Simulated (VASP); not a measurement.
# GaAs (F-43m) in VASP: notebook, part 2 of 2

VASP 6.6.1. Earlier steps stand in the parts before.

## 3. Single point, PBE

INCAR

```
PREC = Accurate
ENCUT = 520
EDIFF = 1E-7
ISMEAR = 0
SIGMA = 0.05
LREAL = F
LASPH = T
NELM = 80
ALGO = Fast
ISIF = 2
LWAVE = F
LCHARG = T
GGA = PE
LELF = T
LVHAR = T
NBANDS = 16
```

KPOINTS

```
Automatic mesh
0
Gamma
  10 10 10
```

POSCAR

```
GaAs
1.0
    0.0000000000      2.8729907783      2.8729907783
    2.8729907783      0.0000000000      2.8729907783
    2.8729907783      2.8729907783      0.0000000000
Ga As
1 1
Direct
    0.0000000000      0.0000000000      0.0000000000
    0.2500000000      0.2500000000      0.2500000000
```

Potentials or basis: VASP PAW PBE potentials, release 64 (Ga_d, As).

Run with:

```
> cat potpaw_PBE.64/Ga_d/POTCAR potpaw_PBE.64/As/POTCAR > POTCAR
> mpirun -np 1 vasp_std > vasp.out
```

OUTCAR:

```text
PREC = Accurate
   ENCUT = 520
   EDIFF = 1E-7
   ISMEAR = 0
   LREAL = F
   LASPH = T
   NELM = 80
   ISIF = 2
   GGA = PE

 ion  position               nearest neighbor table
   1  0.000  0.000  0.000-   2 2.49   2 2.49   2 2.49   2 2.49
   2  0.250  0.250  0.250-   1 2.49   1 2.49   1 2.49   1 2.49

  LATTYP: Found a face centered cubic cell.
 ALAT       =     5.7459815566

  Lattice vectors:

 A1 = (   0.0000000000,   2.8729907783,   2.8729907783)
[... 644 lines left out ...]
------------------------ aborting loop because EDIFF is reached ----------------------------------------

  FORCE on cell =-STRESS in cart. coord.  units (eV):
  Direction    XX          YY          ZZ          XY          YZ          ZX
  --------------------------------------------------------------------------------------
  -------------------------------------------------------------------------------------
  Total        0.0417121      0.0417121      0.0417121     -0.0000000      0.0000000     -0.0000000
  in kB        1.4090951      1.4090951      1.4090951     -0.0000000      0.0000000     -0.0000000
  external PRESSURE =       1.4090951 kB  Pullay stress =       0.0000000 kB

 VOLUME and BASIS-vectors are now :
 -----------------------------------------------------------------------------
  energy-cutoff  :      520.00
  volume of cell :       47.43
      direct lattice vectors                 reciprocal lattice vectors
     0.000000000  2.872990778  2.872990778    -0.174034669  0.174034669  0.174034669
     2.872990778  0.000000000  2.872990778     0.174034669 -0.174034669  0.174034669
     2.872990778  2.872990778  0.000000000     0.174034669  0.174034669 -0.174034669

 POSITION                                       TOTAL-FORCE (eV/Angst)
 -----------------------------------------------------------------------------------
      0.00000      0.00000      0.00000         0.000000      0.000000      0.000000
      1.43650      1.43650      1.43650        -0.000000     -0.000000     -0.000000
 -----------------------------------------------------------------------------------
    total drift:                                0.000002      0.000002      0.000002

  FREE ENERGIE OF THE ION-ELECTRON SYSTEM (eV)
  ---------------------------------------------------
  free  energy   TOTEN  =        -8.2752567445 eV

  energy  without entropy=       -8.2752495508  energy(sigma->0) =       -8.27525315
```

OSZICAR:

```text
N       E                     dE             d eps       ncg     rms          rms(c)
DAV:   1     0.817541402001E+02    0.81754E+02   -0.89187E+03  1576   0.155E+03
DAV:   2    -0.176585940702E+01   -0.83520E+02   -0.79612E+02  1720   0.311E+02
DAV:   3    -0.832345783569E+01   -0.65576E+01   -0.65371E+01  1840   0.660E+01
DAV:   4    -0.842365664728E+01   -0.10020E+00   -0.10018E+00  1824   0.906E+00
DAV:   5    -0.842514249437E+01   -0.14858E-02   -0.14858E-02  1936   0.994E-01    0.276E+00
RMM:   6    -0.829067506865E+01    0.13447E+00   -0.14743E-01  2227   0.335E+00    0.162E+00
RMM:   7    -0.827422005905E+01    0.16455E-01   -0.61882E-02  2106   0.123E+00    0.597E-01
RMM:   8    -0.827476379001E+01   -0.54373E-03   -0.11285E-02  2231   0.100E+00    0.922E-02
RMM:   9    -0.827509611748E+01   -0.33233E-03   -0.20052E-03  2255   0.438E-01    0.523E-02
RMM:  10    -0.827525804018E+01   -0.16192E-03   -0.46370E-04  2292   0.180E-01    0.132E-02
RMM:  11    -0.827525555127E+01    0.24889E-05   -0.57992E-05  2369   0.578E-02    0.342E-03
RMM:  12    -0.827525652105E+01   -0.96978E-06   -0.78660E-06  2283   0.231E-02    0.234E-03
RMM:  13    -0.827525672297E+01   -0.20192E-06   -0.11065E-06  2270   0.103E-02    0.737E-04
RMM:  14    -0.827525674451E+01   -0.21536E-07   -0.21626E-07  1614   0.433E-03
   1 F= -.82752567E+01 E0= -.82752531E+01  d E =-.719368E-05
```

It took 42 s on 1 thread of Intel Xeon Platinum 8375C at 2.90GHz (Ice Lake), shared host; peak memory 0.18 GiB.

What came out:

```yaml
Free_energy: -8.2753 eV
Pressure: 0.1 GPa
Band_gap_on_the_k_mesh: 0.16 eV, direct
```

## 4. Relaxation of cell and atoms, PBE

This run uses another cell than the first one, of 23.77 Å³/atom, 1.002 times its volume.

INCAR

```
PREC     = Accurate       # precision mode
ENCUT    = 600            # plane-wave cutoff, eV
EDIFF    = 1E-6           # SCF threshold, eV
ISMEAR   = 0              # smearing method
SIGMA    = 0.05           # smearing width, eV
LREAL    = F              # projectors in reciprocal space
LASPH    = T              # aspherical terms in the spheres
NELM     = 100            # most SCF steps
ALGO     = Normal         # electronic algorithm
ISIF     = 3              # what is computed and relaxed
LWAVE    = F              # write WAVECAR
LCHARG   = F              # write CHGCAR
GGA      = PE             # functional
IBRION   = 2              # ionic algorithm
NSW      = 100            # ionic steps
EDIFFG   = -0.005         # ionic threshold
```

KPOINTS

```
regular mesh
0
Gamma
  10 10 10
```

POSCAR

```
GaAs
1.0
    0.0000000000      2.8750910496      2.8750910496
    2.8750910496      0.0000000000      2.8750910496
    2.8750910496      2.8750910496      0.0000000000
Ga As
1 1
Direct
    0.0000000000      0.0000000000      0.0000000000
    0.2500000000      0.2500000000      0.2500000000
```

Run with:

```
> cat potpaw_PBE.64/Ga_d/POTCAR potpaw_PBE.64/As/POTCAR > POTCAR
> mpirun -np 1 vasp_std > vasp.out
```

Run time: 24 s. Hardware: 1 thread of Intel Xeon Platinum 8375C at 2.90GHz (Ice Lake), shared host; peak memory 0.19 GiB.

The run converged. Its results:

| Item | Value |
| --- | --- |
| Free energy | -8.2751 eV |
| Pressure after relaxing | 0.0 GPa |
| Band gap on the k mesh | 0.14 eV, direct |

Final structure:
```
CELL_PARAMETERS angstrom
0.00000 2.87509 2.87509
2.87509 0.00000 2.87509
2.87509 2.87509 0.00000
ATOMIC_POSITIONS crystal
Ga 0.00000 0.00000 0.00000
As 0.25000 0.25000 0.25000
```

Levels at points of the mesh, in eV from the valence-band top:
| k point | band 5 | band 6 | band 7 | band 8 | band 9 | band 10 | band 11 | band 12 | band 13 |
| --- | --- | --- | --- | --- | --- | --- | --- | --- | --- |
| (0.00, 0.00, 0.00) | -14.66 | -12.37 | 0.00 | 0.00 | 0.00 | 0.14 | 3.72 | 3.72 | 3.72 |
| (0.50, 0.00, 0.00) | -14.65 | -10.76 | -6.37 | -1.07 | -1.07 | 0.86 | 4.62 | 4.62 | 7.70 |
| (0.50, 0.50, 0.00) | -14.64 | -10.09 | -6.59 | -2.50 | -2.50 | 1.56 | 1.68 | 9.77 | 9.77 |

Caveat: the relaxation stopped at its first step, so nothing moved.

## 5. Overview

| task | cell | k mesh | cutoff (eV) | gap on the mesh (eV) | pressure (GPa) |
| --- | --- | --- | --- | --- | --- |
| single point | the perfect crystal in a cell of 32 atoms | 3 × 3 × 3 | 520 | 0.16 | 0.2 |
| single point | F-43m, 23.71 Å³/atom | 10 × 10 × 10 | 520 | 0.16 | 0.1 |
| relaxation of cell and atoms | relaxed | 10 × 10 × 10 | 600 | 0.14 | 0.0 |

Alike in all rows: level PBE; potentials or basis VASP PAW PBE potentials, release 64 (Ga_d, As); no spin polarisation; smearing gaussian 0.05 eV.

Caveats: the relaxation stopped at its first step, so nothing moved (some runs).

Total energies depend on the potentials used, so only differences within one code and one set of settings carry meaning.

## 6. Comparison with measurements

Step 3. Measured gap of GaAs: 1.418 eV (direct; 300 K; “Evidence of valence band perturbations in GaAsN/GaAs(001): A combined variable-angle spectroscopic ellipsometry and modulated photoreflectance investigation”, 2008, arxiv:0805.2212). This calculation gives 0.16 eV (-1.26 eV). So large a miss can be the level of theory's own, or it may mean another phase, state or a wrong row. 3 values of this kind are on record (1.412 to 1.51 eV); this one was drawn at random among those near their median, those with a stated uncertainty first. Spin-orbit coupling on As, Ga is left out. The value is that of PBE, without temperature or zero-point motion. Semilocal functionals fall short of measured gaps as a rule. The cell is a database's relaxed one, not the measured one, which moves gaps too.
